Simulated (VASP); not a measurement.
Runs of VASP 6.6.1 on OGaCl2H. The cell holds a molecule in a box, 5 atoms: a = 12.000 Å, b = 13.000 Å, c = 12.000 Å, α = 90.00°, β = 90.00°, γ = 90.00°. 

```csv
task,level,potentials or basis,cell,cutoff (eV),grid for exact exchange (PRECFOCK),screening parameter,gap on the mesh (eV),largest force (eV/Å)
relaxation of the atoms,PBE,"VASP PAW PBE potentials, release 64 (O, Ga_d, Cl, H)","atoms relaxed from: atoms moved at random, drawn with an rms of 0.02 Å",520,-,-,5.06,-
single point,r2SCAN+D3(BJ),"VASP PAW PBE potentials, release 64 (O, Ga_d, Cl, H)",as given,520,-,-,5.86,0.26
atomic charges,PBE+TS,"VASP PAW PBE potentials, release 64 (O, Ga_d, Cl, H)",as given,520,-,-,5.19,0.65
single point,LDA,"VASP PAW LDA potentials, release 64 (O, Ga_d, Cl, H)",as given,520,-,-,5.09,(a)
single point,PBE,"VASP PAW PBE potentials, release 64 (O, Ga_d, Cl, H)",as given,520,-,-,5.19,0.65
single point,PBE,"VASP PAW PBE potentials, release 64 (O, Ga_d, Cl, H)","atoms moved at random, drawn with an rms of 0.05 Å",520,-,-,4.93,2.50
single point,r2SCAN+D4,"VASP PAW PBE potentials, release 64 (O_s, Ga_d, Cl, H_s)",as given,400,-,-,(c),1.39
single point,HSE06+D3(BJ),"VASP PAW PBE potentials, release 64 (O, Ga_d, Cl, H)",as given,520,Fast,0.2 1/A,(b),0.28
electron localisation function,PBE,"VASP PAW PBE potentials, release 64 (O, Ga_d, Cl, H)",as given,520,-,-,5.19,0.65
single point,BLYP+D3(BJ),"VASP PAW PBE potentials, release 64 (O, Ga_d, Cl, H)",as given,520,-,-,5.07,0.84
```

Alike in all rows: no spin polarisation; k mesh 1 × 1 × 1; smearing gaussian 0.01 eV.

Task: Estimate the missing entries.

Result: (a) 1.03; (b) 6.83; (c) 5.84.

Caveats: the PAW data sets were made with another functional, which shifts forces and pressure a little (some runs).

A k mesh can miss the band edges, and the runs leave out spin-orbit coupling on Ga.
